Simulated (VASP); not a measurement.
OSZICAR of a VASP run on Be (hcp):

OSZICAR:
```
       N       E                     dE             d eps       ncg     rms          rms(c)
DAV:   1    -0.357260222696E+01   -0.35726E+01   -0.18696E+03  2676   0.572E+02
DAV:   2    -0.892981423426E+01   -0.53572E+01   -0.51745E+01  4074   0.688E+01
DAV:   3    -0.895697593932E+01   -0.27162E-01   -0.27140E-01  3468   0.467E+00
DAV:   4    -0.895699530168E+01   -0.19362E-04   -0.19361E-04  3924   0.124E-01
DAV:   5    -0.895699532251E+01   -0.20828E-07   -0.20637E-07  3462   0.173E-03    0.134E+00
DAV:   6    -0.867057553265E+01    0.28642E+00   -0.96146E-02  2898   0.301E+00    0.783E-01
DAV:   7    -0.864852860335E+01    0.22047E-01   -0.16209E-02  2862   0.128E+00    0.134E-01
DAV:   8    -0.867140840155E+01   -0.22880E-01   -0.94020E-03  3048   0.969E-01    0.117E-02
DAV:   9    -0.867006457769E+01    0.13438E-02   -0.18199E-04  3606   0.149E-01    0.110E-02
DAV:  10    -0.866990419109E+01    0.16039E-03   -0.13096E-05  3078   0.387E-02    0.697E-03
DAV:  11    -0.866989378265E+01    0.10408E-04   -0.11463E-05  3246   0.262E-02    0.175E-03
DAV:  12    -0.866989445788E+01   -0.67523E-06   -0.27465E-06  2970   0.201E-02    0.164E-04
DAV:  13    -0.866989529697E+01   -0.83909E-06   -0.86764E-09  2946   0.898E-04    0.766E-05
DAV:  14    -0.866989471080E+01    0.58617E-06   -0.68086E-09  1704   0.612E-04    0.311E-05
DAV:  15    -0.866989512401E+01   -0.41321E-06   -0.14956E-09  1608   0.378E-04    0.488E-06
DAV:  16    -0.866989509995E+01    0.24056E-07   -0.28881E-11  1536   0.705E-05
   1 F= -.86698951E+01 E0= -.86698670E+01  d E =-.866990E+01
       N       E                     dE             d eps       ncg     rms          rms(c)
DAV:   1    -0.867083436808E+01   -0.93924E-03   -0.10615E-02  3324   0.692E-01    0.376E-02
DAV:   2    -0.867083081532E+01    0.35528E-05   -0.44451E-05  3138   0.614E-02    0.231E-02
DAV:   3    -0.867082464032E+01    0.61750E-05   -0.66702E-06  3516   0.233E-02    0.589E-04
DAV:   4    -0.867082564276E+01   -0.10024E-05   -0.14813E-06  3282   0.139E-02    0.256E-04
DAV:   5    -0.867082550400E+01    0.13877E-06   -0.37483E-07  3108   0.718E-03    0.147E-04
DAV:   6    -0.867082549300E+01    0.10991E-07   -0.53036E-09  1776   0.696E-04
   2 F= -.86708255E+01 E0= -.86707716E+01  d E =-.930393E-03
```

### Question
Which electronic solver shows in the log?

### Answer
It is blocked Davidson (ALGO = Normal, or the opening steps of other solvers). The INCAR had ALGO = Normal.

### Question
Can the final energy be trusted as converged?

### Answer
The calculation finished and met its thresholds. It stopped with EDIFF = 1E-7, NELM = 100, NSW = 30 and EDIFFG = -0.01 after 2 ionic steps (r2SCAN+rVV10, plane waves, VASP's PBE PAW potentials (set 64)).

The compound is Be in the hcp structure. This cell is one point of a volume scan, at 0.97 of the reference volume. Symmetry was kept, so distortions that lower it aren't found.
